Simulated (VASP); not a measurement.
```
Hg3ZnSe4
1.0
    0.00000     3.00381     3.00381
    3.00381     0.00000     3.00381
   12.06362    12.06362    -0.04837
Zn Se Hg
1 4 3
Direct
  0.99779   0.99779   0.00166
  0.26846   0.26846   0.04865
  0.25384   0.25384   0.30962
  0.24180   0.24180   0.56865
  0.23085   0.23085   0.82686
  0.01529   0.01529   0.23853
  0.00188   0.00188   0.49859
  0.99008   0.99008   0.75744
```

All values below come from PBEsol GGA, VASP's PBE PAW potentials (set 64) (plane waves; VASP). Numerical set-up: 400 eV cut-off, Gaussian smearing of 0.050 eV, potentials Zn Se Hg.

### Question
Give the energies of bands 27 to 40 at the high-symmetry points, in eV from the Fermi level.

### Answer

```json
[
 {"band": "27", "Γ": "-3.17", "T": "-2.16", "H2": "-5.11", "L": "-4.94", "S0": "-5.11", "F": "-4.92"},
 {"band": "28", "Γ": "-1.40", "T": "-1.60", "H2": "-4.89", "L": "-4.82", "S0": "-4.89", "F": "-4.77"},
 {"band": "29", "Γ": "-1.40", "T": "-1.39", "H2": "-3.31", "L": "-2.58", "S0": "-3.30", "F": "-2.56"},
 {"band": "30", "Γ": "-0.69", "T": "-1.39", "H2": "-2.91", "L": "-2.51", "S0": "-2.91", "F": "-2.49"},
 {"band": "31", "Γ": "-0.65", "T": "-0.73", "H2": "-2.75", "L": "-2.45", "S0": "-2.77", "F": "-2.48"},
 {"band": "32", "Γ": "-0.65", "T": "-0.73", "H2": "-2.61", "L": "-1.96", "S0": "-2.61", "F": "-2.32"},
 {"band": "33", "Γ": "-0.42", "T": "-0.28", "H2": "-1.89", "L": "-1.79", "S0": "-1.94", "F": "-1.76"},
 {"band": "34", "Γ": "-0.42", "T": "-0.28", "H2": "-1.87", "L": "-1.70", "S0": "-1.83", "F": "-1.53"},
 {"band": "35", "Γ": "-0.22", "T": "-0.06", "H2": "-1.75", "L": "-1.24", "S0": "-1.77", "F": "-1.08"},
 {"band": "36", "Γ": "0.00", "T": "-0.06", "H2": "-1.66", "L": "-1.04", "S0": "-1.64", "F": "-0.90"},
 {"band": "37", "Γ": "0.00", "T": "0.55", "H2": "2.75", "L": "1.80", "S0": "2.72", "F": "1.12"},
 {"band": "38", "Γ": "1.17", "T": "0.80", "H2": "2.84", "L": "2.00", "S0": "2.87", "F": "2.47"},
 {"band": "39", "Γ": "1.33", "T": "1.35", "H2": "2.99", "L": "2.61", "S0": "2.99", "F": "2.68"},
 {"band": "40", "Γ": "1.47", "T": "1.49", "H2": "3.91", "L": "2.99", "S0": "3.91", "F": "2.83"}
]
```

It has no gap at this level: it comes out as a metal or semimetal.

The structure was generated: Hg3ZnSe4 was put into an ordered model structure (R3m), which need not be its known phase. It was relaxed first.
